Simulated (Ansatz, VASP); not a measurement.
**Cross-check of RbGeH3 between VASP and Ansatz**

Wanted: the spread between two codes on one cell, functional and k mesh. The cell is generated by rule, not measured, and may not be a known phase. The cell is taken from a series of runs on this material, whose earlier steps may have relaxed, scaled, displaced or heated it; both programs get it as it stands.

Main program and level: Ansatz 0.2.0; plane waves, with VASP 6.6.1 beside it; zone-centre phonons at PBEsol.

The structure was built from a prototype and need not be the compound's stable phase.

## (1) The structure

It takes space group P4mm (No. 99, tetragonal). The conventional cell has a = 3.948 Å, b = 3.948 Å, c = 4.617 Å, α = 90.00°, β = 90.00°, γ = 90.00°. Nearest to Rb lie 12 H at 2.93 to 3.11 Å. Nearest to Ge lie 1 H at 1.62 Å. H has 2 Ge at 1.98 Å and 6 H at 2.49 to 2.79 Å and 4 Rb at 2.97 to 3.11 Å nearest. Nearest to H lie 1 Ge at 1.62 Å and 4 H at 2.49 Å and 4 Rb at 2.93 Å. Farther neighbours are not listed.

## (2) VASP: zone-centre phonons, PBEsol

Second derivatives magnify differences that forces hide, and they need a tight electronic threshold.

Lines of VASP's logs that name or quote its potential files are left out, and so is its time.

File INCAR:

```
SYSTEM = RbGeH3
PREC = Accurate
ENCUT = 500
EDIFF = 1E-08
NELM = 120
ISMEAR = 1
SIGMA = 0.2
LREAL = .FALSE.
ALGO = Normal
GGA = PS
NBANDS = 19
LORBIT = 11
LWAVE = .FALSE.
LCHARG = .FALSE.
ISIF = 2
IBRION = 8
LASPH = .TRUE.
GGA_COMPAT = .FALSE.
KPAR = 2
```

File POSCAR:

```
RbGeH3
1.0
    3.9477751439      0.0000000000      0.0000000000
    0.0000000000      3.9477751439      0.0000000000
    0.0000000000      0.0000000000      4.6173646841
Rb Ge H
1 1 3
Direct
    0.0000000000      0.0000000000      0.9665339263
    0.5000000000      0.5000000000      0.5092338308
    0.5000000000      0.0000000000      0.4860924327
    0.5000000000      0.5000000000      0.1588855618
    0.0000000000      0.5000000000      0.4860924327
```

File KPOINTS:

```
Automatic mesh
0
Gamma
10 10 8
0 0 0
```

Potentials, in the order of the species: Rb_sv, Ge_d and H (PBE family, release 64).

The run is started by

```bash
$ mpirun -np 2 vasp_std
```

Numbers of over 12 decimals in the logs are rounded to 6 here.

What it wrote:

```text
[banner, memory and clock lines left out]
running    2 mpi-ranks, on    1 nodes
 distrk:  each k-point on    1 cores,    2 groups
 distr:  one band on    1 cores,    1 groups

 POSCAR found type information on POSCAR RbGeH
 POSCAR found :  3 types and       5 ions
|                                                                             |
|               ----> ADVICE to this user running VASP <----                  |
|                                                                             |
|     You enforced a specific xc type in the INCAR file but a different       |
|     [... a line on the potential file left out ...]
|     I HOPE YOU KNOW WHAT YOU ARE DOING!                                     |
|                                                                             |

 LDA part: xc-table for (Slater+PW92), standard interpolation
 POSCAR, INCAR and KPOINTS ok, starting setup
 FFT: planning ... GRIDC
 FFT: planning ... GRID_SOFT
 FFT: planning ... GRID
 WAVECAR not read
 entering main loop
       N       E                     dE             d eps       ncg     rms          rms(c)
DAV:   1     0.183812553156E+03    0.18381E+03   -0.12807E+04  4533   0.233E+03
DAV:   2     0.624042952791E+01   -0.17757E+03   -0.17035E+03  4267   0.534E+02
DAV:   3    -0.157203289924E+02   -0.21961E+02   -0.21827E+02  4662   0.123E+02
DAV:   4    -0.166170775785E+02   -0.89675E+00   -0.89549E+00  5430   0.250E+01
DAV:   5    -0.166536053599E+02   -0.36528E-01   -0.36519E-01  5591   0.451E+00    0.507E+00
DAV:   6    -0.160904946211E+02    0.56311E+00   -0.42863E-01  5294   0.492E+00    0.294E+00
DAV:   7    -0.158859516212E+02    0.20454E+00   -0.64347E-01  4914   0.455E+00    0.990E-01
DAV:   8    -0.158925838215E+02   -0.66322E-02   -0.97184E-02  4960   0.219E+00    0.186E-01
DAV:   9    -0.158919813864E+02    0.60244E-03   -0.40034E-03  5447   0.601E-01    0.747E-02
DAV:  10    -0.158919934024E+02   -0.12016E-04   -0.74742E-04  5587   0.274E-01    0.244E-02
DAV:  11    -0.158919971856E+02   -0.37832E-05   -0.88195E-05  5881   0.982E-02    0.117E-02
DAV:  12    -0.158919987492E+02   -0.15637E-05   -0.17120E-05  4932   0.266E-02    0.680E-03
DAV:  13    -0.158919981480E+02    0.60128E-06   -0.39130E-06  4962   0.136E-02    0.864E-04
DAV:  14    -0.158919982198E+02   -0.71823E-07   -0.42640E-07  5217   0.464E-03    0.785E-04
DAV:  15    -0.158919981705E+02    0.49272E-07   -0.36711E-08  4706   0.117E-03    0.157E-04
DAV:  16    -0.158919981784E+02   -0.79299E-08   -0.36710E-09  2808   0.463E-04
   1 F= -.15891998E+02 E0= -.15892645E+02  d E =0.194087E-02
 Linear response reoptimize wavefunctions to high precision
DAV:   1    -0.158919981729E+02    0.55802E-08   -0.12265E-09  3340   0.232E-04
DAV:   2    -0.158919981729E+02   -0.60936E-10   -0.24832E-10  2622   0.115E-04
 Linear response DOF=           9
 Linear response progress:
  Degree of freedom:   1/  9
       N       E                     dE             d eps       ncg     rms          rms(c)
RMM:   1    -0.226459507294E+00   -0.22646E+00    0.16534E-01 17823   0.205E+00
RMM:   2    -0.229612081728E+00   -0.31526E-02   -0.26199E-02 18747   0.595E-01    0.369E-02
RMM:   3    -0.231152511695E+00   -0.15404E-02   -0.66862E-03 20863   0.207E-01    0.136E-02
RMM:   4    -0.231605652050E+00   -0.45314E-03   -0.18986E-03 22450   0.983E-02    0.181E-02
RMM:   5    -0.231786058747E+00   -0.18041E-03   -0.42638E-04 22223   0.466E-02    0.181E-02
RMM:   6    -0.232072271437E+00   -0.28621E-03   -0.12663E-04 21264   0.371E-02    0.151E-02
RMM:   7    -0.231938507781E+00    0.13376E-03   -0.52526E-05 20653   0.186E-02    0.295E-03
RMM:   8    -0.231913504672E+00    0.25003E-04   -0.13359E-05 22455   0.853E-03    0.273E-03
RMM:   9    -0.231914577042E+00   -0.10724E-05   -0.40535E-06 22689   0.433E-03    0.203E-03
RMM:  10    -0.231923741020E+00   -0.91640E-05   -0.18596E-06 22443   0.275E-03    0.825E-04
RMM:  11    -0.231919342574E+00    0.43984E-05   -0.80196E-07 22108   0.181E-03    0.188E-04
RMM:  12    -0.231919578530E+00   -0.23596E-06   -0.13037E-06 21975   0.784E-04    0.696E-05
RMM:  13    -0.231919021701E+00    0.55683E-06   -0.35748E-07 23101   0.501E-04    0.148E-05
RMM:  14    -0.231919148783E+00   -0.12708E-06   -0.40285E-07 22955   0.307E-04    0.131E-05
RMM:  15    -0.231919181168E+00   -0.32385E-07   -0.96286E-08 22973   0.217E-04    0.334E-05
RMM:  16    -0.231919348123E+00   -0.16696E-06   -0.11734E-07 22132   0.171E-04    0.887E-06
RMM:  17    -0.231919275513E+00    0.72610E-07   -0.44867E-08 20447   0.131E-04    0.936E-06
RMM:  18    -0.231919286780E+00   -0.11268E-07   -0.70349E-08 19427   0.109E-04    0.189E-06
RMM:  19    -0.231919286677E+00    0.10311E-09   -0.19950E-08 18774   0.968E-05    0.149E-06
 first order change of Fermi-energy  -0.19513E-04
 force on displaced ion       1 direction 1 :  -1.358   0.000   0.000
 Linear response progress:
[...]
RMM:   2    -0.200800854455E+00   -0.72286E-02   -0.11780E-02  7374   0.674E-01    0.999E-02
RMM:   3    -0.200527926240E+00    0.27293E-03   -0.51567E-04  7499   0.180E-01    0.563E-02
RMM:   4    -0.200339201422E+00    0.18872E-03   -0.15395E-04  8350   0.881E-02    0.948E-03
RMM:   5    -0.200328559334E+00    0.10642E-04   -0.15756E-05  8116   0.322E-02    0.350E-03
RMM:   6    -0.200332049308E+00   -0.34900E-05   -0.41296E-06  9048   0.110E-02    0.118E-03
[...]
RMM:  10    -0.156833256842E-01    0.21636E-06   -0.11851E-07 23192   0.229E-04    0.143E-05
RMM:  11    -0.156833998960E-01   -0.74212E-07   -0.22069E-07 22676   0.146E-04    0.380E-06
RMM:  12    -0.156833755989E-01    0.24297E-07   -0.14980E-07 22401   0.966E-05    0.315E-06
RMM:  13    -0.156833820837E-01   -0.64848E-08   -0.73996E-08 21884   0.680E-05    0.826E-07
 first order change of Fermi-energy   0.40834E-04
 force on displaced ion       3 direction 1 :  -1.519   0.000   0.000
 Linear response progress:
  Degree of freedom:   6/  9
       N       E                     dE             d eps       ncg     rms          rms(c)
RMM:   1    -0.177169589737E-01   -0.17717E-01   -0.63135E-03 19080   0.470E-01
RMM:   2    -0.175548020311E-01    0.16216E-03   -0.12973E-03 17136   0.127E-01    0.132E-01
RMM:   3    -0.179977326842E-01   -0.44293E-03   -0.91921E-05 18601   0.560E-02    0.757E-02
RMM:   4    -0.191242237011E-01   -0.11265E-02   -0.12845E-04 18964   0.626E-02    0.620E-03
RMM:   5    -0.191900103537E-01   -0.65787E-04   -0.74187E-06 19688   0.129E-02    0.152E-03
RMM:   6    -0.191914155906E-01   -0.14052E-05   -0.16832E-06 21531   0.350E-03    0.687E-04
RMM:   7    -0.191938655695E-01   -0.24500E-05   -0.44950E-07 21549   0.153E-03    0.132E-04
RMM:   8    -0.191943754092E-01   -0.50984E-06   -0.11016E-07 21385   0.816E-04    0.689E-05
RMM:   9    -0.191942907790E-01    0.84630E-07   -0.97157E-08 22174   0.432E-04    0.200E-05
RMM:  10    -0.191942495863E-01    0.41193E-07    0.11204E-09 22869   0.239E-04    0.103E-05
RMM:  11    -0.191942298007E-01    0.19786E-07   -0.77635E-08 22486   0.158E-04    0.852E-06
RMM:  12    -0.191942428880E-01   -0.13087E-07   -0.73492E-08 22595   0.108E-04    0.180E-06
RMM:  13    -0.191942430200E-01   -0.13204E-09   -0.49502E-08 22368   0.755E-05    0.210E-06
 first order change of Fermi-energy  -0.30233E-03
 force on displaced ion       3 direction 2 :   0.000   6.758  -0.002
 Linear response progress:
  Degree of freedom:   7/  9
       N       E                     dE             d eps       ncg     rms          rms(c)
RMM:   1    -0.153895226090E-01   -0.15390E-01   -0.87127E-03 12462   0.405E-01
RMM:   2    -0.149846235419E-01    0.40490E-03   -0.35845E-04 12947   0.755E-02    0.557E-02
RMM:   3    -0.152219171345E-01   -0.23729E-03   -0.75313E-05 13365   0.337E-02    0.313E-02
RMM:   4    -0.156281955112E-01   -0.40628E-03   -0.60360E-05 13729   0.299E-02    0.425E-03
RMM:   5    -0.156884682193E-01   -0.60273E-04   -0.68346E-06 13734   0.993E-03    0.847E-04
RMM:   6    -0.156808202929E-01    0.76479E-05   -0.16087E-06 14631   0.372E-03    0.462E-04
RMM:   7    -0.156825386656E-01   -0.17184E-05   -0.41421E-07 15461   0.191E-03    0.144E-04
RMM:   8    -0.156829375881E-01   -0.39892E-06   -0.13499E-07 15657   0.864E-04    0.818E-05
RMM:   9    -0.156826837778E-01    0.25381E-06   -0.30942E-08 15332   0.475E-04    0.289E-05
RMM:  10    -0.156826065747E-01    0.77203E-07   -0.64736E-08 15234   0.304E-04    0.185E-05
RMM:  11    -0.156826238750E-01   -0.17300E-07   -0.24693E-08 15893   0.185E-04    0.871E-06
RMM:  12    -0.156826127482E-01    0.11127E-07   -0.39350E-08 16738   0.121E-04    0.766E-06
RMM:  13    -0.156826040547E-01    0.86935E-08   -0.47787E-09 15489   0.845E-05    0.327E-06
 first order change of Fermi-energy   0.55848E-01
 force on displaced ion       3 direction 3 :   0.000   0.000  -1.961
 Linear response progress:
  Degree of freedom:   8/  9
       N       E                     dE             d eps       ncg     rms          rms(c)
RMM:   1    -0.163649692402E-01   -0.16365E-01   -0.10047E-02 20698   0.464E-01
RMM:   2    -0.156786408413E-01    0.68633E-03   -0.72312E-04 17558   0.126E-01    0.772E-02
RMM:   3    -0.159248931899E-01   -0.24625E-03   -0.95547E-05 18279   0.512E-02    0.441E-02
RMM:   4    -0.164412083400E-01   -0.51632E-03   -0.76293E-05 19211   0.422E-02    0.437E-03
RMM:   5    -0.164901026255E-01   -0.48894E-04   -0.87885E-06 20341   0.111E-02    0.809E-04
RMM:   6    -0.164848662646E-01    0.52364E-05   -0.20449E-06 21979   0.384E-03    0.414E-04
RMM:   7    -0.164863187549E-01   -0.14525E-05   -0.51873E-07 22333   0.187E-03    0.133E-04
RMM:   8    -0.164866358746E-01   -0.31712E-06   -0.17733E-07 22435   0.100E-03    0.619E-05
RMM:   9    -0.164864678785E-01    0.16800E-06   -0.12528E-07 23247   0.562E-04    0.282E-05
RMM:  10    -0.164864103865E-01    0.57492E-07    0.69636E-08 22910   0.349E-04    0.195E-05
RMM:  11    -0.164863527930E-01    0.57594E-07   -0.48210E-08 22614   0.237E-04    0.842E-06
RMM:  12    -0.164863398471E-01    0.12946E-07   -0.37278E-08 23259   0.151E-04    0.455E-06
RMM:  13    -0.164863128456E-01    0.27002E-07   -0.14501E-08 22735   0.107E-04    0.346E-06
RMM:  14    -0.164863194636E-01   -0.66180E-08   -0.19021E-08 21812   0.747E-05    0.685E-07
 first order change of Fermi-energy  -0.20564E-04
 force on displaced ion       4 direction 1 :  -1.723   0.000  -0.000
 Linear response progress:
  Degree of freedom:   9/  9
       N       E                     dE             d eps       ncg     rms          rms(c)
RMM:   1    -0.183467585204E-01   -0.18347E-01   -0.10623E-02  5961   0.899E-01
RMM:   2    -0.166664914404E-01    0.16803E-02   -0.17244E-03  7450   0.169E-01    0.116E-01
RMM:   3    -0.169253435140E-01   -0.25885E-03   -0.14990E-04  7103   0.821E-02    0.639E-02
RMM:   4    -0.175496628557E-01   -0.62432E-03   -0.14364E-04  7789   0.663E-02    0.866E-03
RMM:   5    -0.176219198092E-01   -0.72257E-04   -0.11975E-05  8057   0.289E-02    0.223E-03
RMM:   6    -0.176311866204E-01   -0.92668E-05   -0.26767E-06  8496   0.923E-03    0.948E-04
RMM:   7    -0.176337049767E-01   -0.25184E-05   -0.69099E-07  8970   0.325E-03    0.352E-04
RMM:   8    -0.176351481622E-01   -0.14432E-05   -0.20605E-07  8664   0.151E-03    0.143E-04
RMM:   9    -0.176349608979E-01    0.18726E-06   -0.99014E-08  8567   0.102E-03    0.904E-05
RMM:  10    -0.176351099551E-01   -0.14906E-06   -0.42296E-08  9450   0.480E-04    0.195E-05
RMM:  11    -0.176350337799E-01    0.76175E-07   -0.10119E-07  9302   0.276E-04    0.109E-05
RMM:  12    -0.176350492392E-01   -0.15459E-07   -0.26536E-08  9132   0.188E-04    0.108E-05
RMM:  13    -0.176350179039E-01    0.31335E-07   -0.22493E-08  8920   0.132E-04    0.352E-06
RMM:  14    -0.176350278994E-01   -0.99955E-08   -0.26624E-08  9568   0.898E-05    0.236E-06
 first order change of Fermi-energy   0.20505E+00
 force on displaced ion       4 direction 3 :   0.000  -0.000  -9.816
 Linear response finished
```

(Part 1 of 2 ends here.)

[Lines on the potential files, build, host, timing and source positions are cut from VASP's logs without a mark.]

[Logs are printed without paths, hosts, clocks, repeated set-up lines and the standing remarks that a program may print on its own settings, such as how far it seeks lower states.]

[Hosts, paths, dates, database ids (printed as entryN), source tags and the programs' standing remarks are cut or masked in the printed files.]
